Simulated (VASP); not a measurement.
The system is GaAs.

```
CELL_PARAMETERS angstrom
0.00000 2.87509 2.87509
2.87509 0.00000 2.87509
2.87509 2.87509 0.00000
ATOMIC_POSITIONS crystal
Ga 0.00000 0.00000 0.00000
As 0.75000 0.75000 0.75000
```

The cell is a database's computed one.

- Program: VASP 6.6.1
- Task: relaxation of cell and atoms
- Functional: r2SCAN
- Potentials or basis: VASP PAW PBE potentials, release 64 (Ga_d, As)
- Cutoff: 600 eV
- k mesh: 9 × 9 × 9
- Occupations: gaussian, width 0.02 eV
- Spin: no spin polarisation

At the start: pressure -2.8 GPa; volume 23.77 Å³/atom.

Problem. Where does the relaxation end?

Solution. Over 3 steps the energy falls by 9.4 meV/atom and the volume is 22.75 Å³/atom (-4.3 %); space group F-43m (No. 216, to 0.05 Å).

Step by step:
| step | energy change (eV) | largest force (eV/Å) | pressure (GPa) | volume (Å³) |
| --- | --- | --- | --- | --- |
| 1 | 0.0000 | 0.0000 | -2.84 | 47.53 |
| 2 | -0.0153 | 0.0000 | 1.37 | 44.69 |
| 3 | -0.0187 | 0.0000 | -0.03 | 45.51 |

Final structure:
```
Ga As
1.0
     0.00000    2.83372    2.83372
     2.83372    0.00000    2.83372
     2.83372    2.83372    0.00000
Ga As
1 1
Direct
  0.00000 0.00000 0.00000
  0.75000 0.75000 0.75000
```

Caveat: the PAW data sets were made with another functional, which shifts forces and pressure a little.
